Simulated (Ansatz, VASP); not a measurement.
# Cross-check of SnSeS between VASP and Ansatz, part 2 of 2

One calculation is typed for both programs; each brings its own data sets. How far apart do they land? The cell is taken from a series of runs on this material, whose earlier steps may have relaxed, scaled, displaced or heated it; both programs get it as it stands.

VASP 6.6.1 and Ansatz 0.2.0.

So far: Starting point; Ansatz: single point, PBEsol; VASP: single point, PBEsol; Comparison.

## (5) VASP: single point, PBEsol, spin-orbit coupling

Level of this step: PBEsol, spin-orbit coupling; plane waves and PAW (Sn_d, S, Se) (VASP).

A single point gives forces, pressure and levels at one fixed geometry, so differences don't come from the geometry; what else differs is listed under the comparison.

The input, INCAR:

```
SYSTEM = SnSeS
PREC = Accurate
ENCUT = 400
EDIFF = 1E-06
NELM = 200
ISMEAR = -1
SIGMA = 0.02
LREAL = .FALSE.
ALGO = Normal
GGA = PS
LNONCOLLINEAR = .TRUE.
MAGMOM = 0 0 0 0 0 0 0 0 0
NBANDS = 38
GGA_COMPAT = .FALSE.
LASPH = .TRUE.
LSORBIT = .TRUE.
LORBIT = 11
LWAVE = .FALSE.
LCHARG = .FALSE.
ISIF = 2
LDIPOL = .TRUE.
IDIPOL = 3
DIPOL = 0.5 0.5 0.501
LVHAR = .TRUE.
NELMDL = -8
KPAR = 2
```

The input, POSCAR:

```
SnSeS
1.0
    3.6477638451      0.0000000000      0.0000000000
   -1.8238819226      3.1590561569      0.0000000000
    0.0000000000      0.0000000000     29.8000000000
Sn S Se
1 1 1
Direct
    0.3333333333      0.6666666667      0.5026035403
    0.6666666666      0.3333333334      0.5555371731
    0.6666666666      0.3333333334      0.4444628269
```

The input, KPOINTS:

```
Automatic mesh
0
Gamma
9 9 1
0 0 0
```

The projector-augmented-wave data sets are Sn_d, S and Se (PBE family, release 64).

Run with:

```
$ mpirun -np 2 vasp_ncl
```

Numbers of over 12 decimals in the logs are rounded to 6 here.

Output:

```text
[banner, memory and clock lines left out]
running    2 mpi-ranks, on    1 nodes
[...]
[... a notice as in an earlier step ...]

 LDA part: xc-table for (Slater+PW92), standard interpolation
 POSCAR, INCAR and KPOINTS ok, starting setup
[...]
entering main loop
       N       E                     dE             d eps       ncg     rms          rms(c)
DAV:   1     0.176652408975E+03    0.17665E+03   -0.92953E+03  1820   0.860E+02
DAV:   2     0.107038007515E+02   -0.16595E+03   -0.16160E+03  1970   0.218E+02
DAV:   3    -0.123450058892E+02   -0.23049E+02   -0.22784E+02  1770   0.977E+01
DAV:   4    -0.132432496121E+02   -0.89824E+00   -0.89288E+00  1894   0.230E+01
[...]
DAV:  24    -0.127910440229E+02   -0.11877E-05   -0.19380E-08  1202   0.716E-04    0.303E-04
DAV:  25    -0.127910470873E+02   -0.30644E-05   -0.43210E-08  1236   0.811E-04    0.631E-04
DAV:  26    -0.127910476787E+02   -0.59148E-06   -0.13550E-08  1294   0.596E-04
   1 F= -.12791048E+02 E0= -.12790606E+02  d E =-.884330E-03  mag=     0.0000    -0.0000    -0.0000
```

From OUTCAR (step 5):

```text
  Total        0.0296520      0.0296520      0.0743079     -0.0000000      0.0000000      0.0000000
  in kB        0.1383454      0.1383454      0.3466934     -0.0000000      0.0000000      0.0000000
  external PRESSURE =       0.2077947 kB  Pullay stress =       0.0000000 kB

 POSITION                                       TOTAL-FORCE (eV/Angst)
 -----------------------------------------------------------------------------------
     -0.00000      2.10604     14.97759        -0.000000     -0.000000      0.056145
      1.82388      1.05302     16.55501         0.000000     -0.000000      0.001760
      1.82388      1.05302     13.24499         0.000000      0.000000     -0.057906
 -----------------------------------------------------------------------------------
    total drift:                                0.000001     -0.000000      0.000171

  FREE ENERGIE OF THE ION-ELECTRON SYSTEM (eV)
  ---------------------------------------------------
  free  energy   TOTEN  =       -12.7910476787 eV

  energy  without entropy=      -12.7901633488  energy(sigma->0) =      -12.79060551

 magnetization (x)
# of ion       s       p       d       tot
------------------------------------------
    1        0.000   0.000   0.000   0.000
    2        0.000  -0.000   0.000  -0.000
    3        0.000   0.000  -0.000   0.000
--------------------------------------------------
tot          0.000   0.000   0.000   0.000

 magnetization (y)
# of ion       s       p       d       tot
------------------------------------------
    1        0.000   0.000   0.000   0.000
    2        0.000   0.000   0.000   0.000
    3       -0.000   0.000   0.000  -0.000
--------------------------------------------------
tot         -0.000   0.000   0.000  -0.000

 magnetization (z)
# of ion       s       p       d       tot
------------------------------------------
    1        0.000  -0.000   0.000   0.000
    2       -0.000   0.000   0.000  -0.000
    3        0.000   0.000  -0.000   0.000
--------------------------------------------------
tot          0.000  -0.000  -0.000   0.000

[... 1 part as in an earlier step ...]

[... 2 further parts left out ...]
[key lines of the parts left out:]
E-fermi :  -3.3107
```

## (6) Ansatz: single point, PBEsol, spin-orbit coupling

The same cell, functional, mesh and smearing now go to Ansatz, which takes its cutoff from its data sets.

The cell is taken from a series of runs on this material, whose earlier steps may have relaxed, scaled, displaced or heated it; both programs get it as it stands.

The input, input.yaml:

```yaml
crystal:
  lattice:
    - [3.6477638451, 0.0, 0.0]
    - [-1.8238819226, 3.1590561569, 0.0]
    - [0.0, 0.0, 29.8]
  atoms:
    - { symbol: Sn, position: [0.3333333333, 0.6666666667, 0.5026035403] }
    - { symbol: S, position: [0.6666666667, 0.3333333333, 0.5555371731] }
    - { symbol: Se, position: [0.6666666667, 0.3333333333, 0.4444628269] }
  periodic: [true, true, false]
kpoints:
  mp_grid: { grid: [9, 9, 1] }
  band_path:
    path:
      - [0, 0, 0]
      - [0.5, 0, 0]
      - [0.3333333333333, 0.3333333333333, 0]
      - [0, 0, 0]
    npoints: 10
hamiltonian:
  xc: pbesol
  pseudopotentials: { kind: paw_fr, azcp: { folder: soft_1 }, xc_functional: pbe }
scf:
  occupations: { method: fermi_dirac, width: 0.02 }
  n_extra_bands: 10
magnetization:
  noncollinear: true
  spin_orbit: true
output:
  eigenvalues: true
```

Run with:

```
$ ansatz run input.yaml --threads 8 --pin off --max-ram 17510MiB --backend cpu --events-out ev --progress --plain --runs-dir out
```

Output:

```text
[...]
non-collinear run that drives no moment, with spin-orbit: no starting moment large enough to seed its density (crystal.atoms[].spin), no starting occupations that ask for one, no magnetisation constraint and no magnetic field, so the semilocal B_xc is pinned to zero
Crystal: 3 atoms, lattice volume = 343.400 Å³
Basis set: ecut = 420 eV, 6615 PW (Γ)
[...]
k-point 1: bands = [... 32 lower, -6.6018, -6.4888, -5.8725, -5.8509, -4.4972, -4.4232, -2.0232, -2.0129, ... 6 higher]
  k-point 2: bands = [... 32 lower, -7.1084, -7.0232, -6.1596, -6.1477, -4.3858, -4.3367, -2.6156, -2.5787, ... 6 higher]
  k-point 11: bands = [... 32 lower, -8.4399, -8.3216, -6.2616, -6.2487, -4.7900, -4.6798, -3.4659, -3.3787, ... 6 higher]
  ° read free of the cell's end (the report's vacuum.weakly_bound_levels)
[key lines of the parts left out:]
SCF converged after 10 iterations
Magnetization: |M| = 0.0000 μB,  M = (+0.0000, +0.0000, +0.0000) μB
Free energy (F): -12261.456508 eV
Fermi energy:    -5.581512 eV
```

## (7) Comparison

What differs besides the data sets and the points named for the pairs above, as far as they apply: spin-orbit coupling enters by fully relativistic files in Ansatz and inside the spheres in VASP; the data sets hold 36 valence electrons in Ansatz (on its PAW fully relativistic soft_1 files) and 26 in VASP. Total energies have different zeros and are not compared.

The two programs side by side:

| quantity | Ansatz | VASP | difference |
| --- | --- | --- | --- |
| gap on the k mesh (eV) | 0.071 | 0.068 | +0.003 |

A gap on the mesh is an upper bound, since the band edges may lie between its points. With vacuum in the cell, a pressure given here is an average over mostly empty space and none of the material.

## (8) Results

```
difference in gap on the k mesh (single point, PBEsol)                      : 0.0034 eV
difference in gap on the k mesh (single point, PBEsol, spin-orbit coupling) : 0.0029 eV
```

What this shows: The difference in gap on the k mesh is 0.0034 eV (single point, PBEsol), within the 0.08 eV picked in this series as the mark of a large difference. The data sets hold unlike numbers of valence electrons (36 in Ansatz and 26 in VASP), so part of the differences comes from the potentials. Such differences can come from data sets, numerical settings and the points named under the comparisons, not from the functional's error against experiment.

[Lines on the potential files, build, host, timing and source positions are cut from VASP's logs without a mark.]

[Logs are printed without paths, hosts, clocks, repeated set-up lines and the standing remarks that a program may print on its own settings, such as how far it seeks lower states.]

[Hosts, paths, dates, database ids (printed as entryN), source tags and the programs' standing remarks are cut or masked in the printed files.]
